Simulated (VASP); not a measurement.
OSZICAR of a VASP run on Tc (hcp):

File OSZICAR:
```
       N       E                     dE             d eps       ncg     rms          rms(c)
DAV:   1     0.306286861238E+03    0.30629E+03   -0.16481E+04  4614   0.157E+03
DAV:   2    -0.162639313803E+02   -0.32255E+03   -0.31921E+03  5025   0.454E+02
DAV:   3    -0.240844444279E+02   -0.78205E+01   -0.76489E+01  5444   0.815E+01
DAV:   4    -0.241570521720E+02   -0.72608E-01   -0.72176E-01  5140   0.761E+00
DAV:   5    -0.241577732241E+02   -0.72105E-03   -0.72100E-03  5026   0.691E-01    0.269E+01
DAV:   6    -0.227150306661E+02    0.14427E+01   -0.33662E+00  4835   0.183E+01    0.860E+00
DAV:   7    -0.225341409217E+02    0.18089E+00   -0.67112E-01  5129   0.737E+00    0.975E-01
DAV:   8    -0.225225745933E+02    0.11566E-01   -0.14181E-02  4714   0.130E+00    0.278E-01
DAV:   9    -0.225225614906E+02    0.13103E-04   -0.42982E-04  5443   0.175E-01    0.291E-02
DAV:  10    -0.225225644815E+02   -0.29908E-05   -0.25126E-05  4793   0.447E-02    0.119E-02
DAV:  11    -0.225225641766E+02    0.30489E-06   -0.59355E-07  2435   0.847E-03
   1 F= -.20804177E+02 E0= -.20804129E+02  d E =-.208042E+02
       N       E                     dE             d eps       ncg     rms          rms(c)
DAV:   1    -0.237089474758E+02   -0.11864E+01   -0.39814E+01  4678   0.755E+01    0.149E+01
DAV:   2    -0.223893270049E+02    0.13196E+01   -0.35197E+00  4678   0.208E+01    0.206E+00
DAV:   3    -0.223119978089E+02    0.77329E-01   -0.48410E-01  4971   0.693E+00    0.220E+00
DAV:   4    -0.223352019038E+02   -0.23204E-01   -0.21605E-02  4682   0.128E+00    0.194E-01
DAV:   5    -0.223370137371E+02   -0.18118E-02   -0.43112E-03  5000   0.614E-01    0.604E-02
DAV:   6    -0.223370974338E+02   -0.83697E-04   -0.17439E-04  4661   0.121E-01    0.233E-02
DAV:   7    -0.223370964225E+02    0.10113E-05   -0.29636E-06  4393   0.164E-02    0.470E-03
DAV:   8    -0.223370964868E+02   -0.64275E-07   -0.39846E-07  2328   0.603E-03
   2 F= -.20726379E+02 E0= -.20726605E+02  d E =0.777985E-01
       N       E                     dE             d eps       ncg     rms          rms(c)
DAV:   1    -0.233515021863E+02   -0.10144E+01   -0.25919E+01  4754   0.642E+01    0.103E+01
DAV:   2    -0.225322219026E+02    0.81928E+00   -0.23046E+00  4738   0.160E+01    0.167E+00
DAV:   3    -0.224906954041E+02    0.41526E-01   -0.30859E-01  4908   0.540E+00    0.134E+00
DAV:   4    -0.225054712513E+02   -0.14776E-01   -0.16881E-02  4639   0.104E+00    0.428E-01
DAV:   5    -0.225049481359E+02    0.52312E-03   -0.25375E-03  5006   0.486E-01    0.399E-02
DAV:   6    -0.225051624283E+02   -0.21429E-03   -0.13418E-04  4741   0.973E-02    0.899E-03
DAV:   7    -0.225051629077E+02   -0.47947E-06   -0.27504E-06  4672   0.122E-02
   3 F= -.20810447E+02 E0= -.20810456E+02  d E =-.627018E-02
```

Task: Which electronic solver shows in the log?

Result: It is blocked Davidson (ALGO = Normal, or the opening steps of other solvers). The INCAR had ALGO = Normal.

Task: Can the final energy be trusted as converged?

Result: The run converged. It stopped with EDIFF = 1E-6, NELM = 100, NSW = 40 and EDIFFG = -0.02 after 3 ionic steps (PBEsol GGA, plane waves, VASP's PBE PAW potentials (set 64)).

The compound is Tc in the hcp structure. This run relaxes it under an external pressure of 10 GPa. Symmetry was kept, so distortions that lower it aren't found.
